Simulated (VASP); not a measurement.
The input files of a VASP run:

File POSCAR:
```
Zr
1.0
  1.6136110316  -2.7948562352   0.0000000000
  1.6136110316   2.7948562352   0.0000000000
  0.0000000000   0.0000000000   5.1555299965
Zr
2
Cart
  1.6136110316   0.9316206083   1.2888824991
  1.6136110316  -0.9316206083   3.8666474974
```

INCAR:
```
SYSTEM = Zr
PREC = Accurate; ENCUT = 520; LREAL = .FALSE.
LASPH = .TRUE.
EDIFF = 1E-7; NELM = 100; ALGO = Normal
LMAXMIX = 4
ISMEAR = 1; SIGMA = 0.1
GGA = RP
IBRION = 2; NSW = 30; ISIF = 4
EDIFFG = -0.01
LWAVE = .FALSE.; LCHARG = .FALSE.
```

KPOINTS:
```
Automatic mesh
0
Gamma
13 13 7
0 0 0
```

POTCAR, in this order: Zr_sv (PBE.64 set). Program: vasp_std.

Translate this RPBE calculation to Quantum ESPRESSO's pw.x.

One equivalent input (not run):
```
&CONTROL
  calculation = 'vc-relax'
  pseudo_dir = './pseudo'
  outdir = './out'
  tprnfor = .true.
  tstress = .true.
  nstep = 30
  forc_conv_thr = 0.00039
/
&SYSTEM
  ibrav = 0
  nat = 2
  ntyp = 1
  ecutwfc = 66
  occupations = 'smearing'
  smearing = 'methfessel-paxton'
  degauss = 0.00735
  input_dft = 'rpbe'
/
&ELECTRONS
  conv_thr = 7.3e-09
  electron_maxstep = 100
/
&IONS
/
&CELL
  cell_dofree = 'shape'
/
ATOMIC_SPECIES
  Zr 91.224 Zr.upf
CELL_PARAMETERS angstrom
     1.6136110   -2.7948562    0.0000000
     1.6136110    2.7948562    0.0000000
     0.0000000    0.0000000    5.1555300
ATOMIC_POSITIONS crystal
  Zr   0.3333330  0.6666670  0.2500000
  Zr   0.6666670  0.3333330  0.7500000
K_POINTS automatic
  13 13 7 0 0 0
```
Limits of the translation: the potentials are each code's own (VASP's PAW set, PseudoDojo norm-conserving files in pw.x), so ENCUT and ecutwfc are chosen apart and not converted; conv_thr bounds pw.x's estimated SCF error, while EDIFF bounds the energy change between steps; forc_conv_thr acts on force components and is met together with etot_conv_thr.

The compound is Zr in the hcp structure. This cell is one point of a volume scan, at 0.97 of the reference volume. Symmetry was kept, so distortions that lower it aren't found.
